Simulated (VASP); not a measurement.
Calculation: LDA (Ceperley-Alder, Perdew-Zunger), VASP's LDA PAW potentials (set 64) (plane waves; VASP 6.6.1).

The input files of a VASP run:

**INCAR**
```
ALGO = Normal
EDIFF = 1E-8
EDIFFG = -0.001
ENCUT = 520
IBRION = 1
ISIF = 2
ISMEAR = 1
LASPH = .TRUE.
LCHARG = .FALSE.
LMAXMIX = 4
LREAL = .FALSE.
LWAVE = .FALSE.
NELM = 100
NSW = 30
PREC = Accurate
SIGMA = 0.1
SYSTEM = SrVO3
```

POSCAR:
```
SrVO3
1
    3.7813018727     0.0000000000     0.0000000000
    0.0000000000     3.7813018727     0.0000000000
    0.0000000000     0.0000000000     3.7813018727
Sr V O
1 1 3
Direct
  0.0000000000   0.0000000000   0.0000000000
  0.5000000000   0.5000000000   0.5000000000
  0.5000000000   0.0000000000   0.5000000000
  0.0000000000   0.5000000000   0.5000000000
  0.5000000000   0.5000000000   0.0000000000
```

### KPOINTS
```
Automatic mesh
0
Gamma
7 7 7
0 0 0
```

POTCAR, in this order: Sr_sv V_sv O (LDA.64 set). Program: vasp_std.

Task: Estimate the energy per atom (σ→0), band gap (on the k-mesh).

Result: 
```yaml
energy per atom (σ→0): -8.741 eV/atom
band gap (on the k-mesh): none (metal, semimetal or under 0.01 eV)
```

### OSZICAR
```
...
DAV:  11    -0.437044685048E+02    0.28727E-03   -0.40863E-03  1144   0.494E-01    0.953E-02
DAV:  12    -0.437044747738E+02   -0.62691E-05   -0.22293E-04  1224   0.140E-01    0.851E-02
DAV:  13    -0.437044570027E+02    0.17771E-04   -0.15812E-04  1096   0.120E-01    0.130E-02
DAV:  14    -0.437044569102E+02    0.92545E-07   -0.12503E-05  1224   0.324E-02    0.758E-03
DAV:  15    -0.437044564496E+02    0.46062E-06   -0.28786E-06  1056   0.109E-02    0.444E-03
DAV:  16    -0.437044564312E+02    0.18358E-07   -0.21222E-07  1152   0.413E-03    0.185E-03
DAV:  17    -0.437044564218E+02    0.94506E-08   -0.38503E-08   960   0.154E-03
   1 F= -.43704456E+02 E0= -.43703564E+02  d E =-.437045E+02
```

The compound is SrVO3 in the cubic perovskite structure. It was relaxed first. The start is the result of an earlier pass. The run is not spin-polarised, so no magnetic state was tried. The electron count is odd and the run is not spin-polarised, which forces a metal.
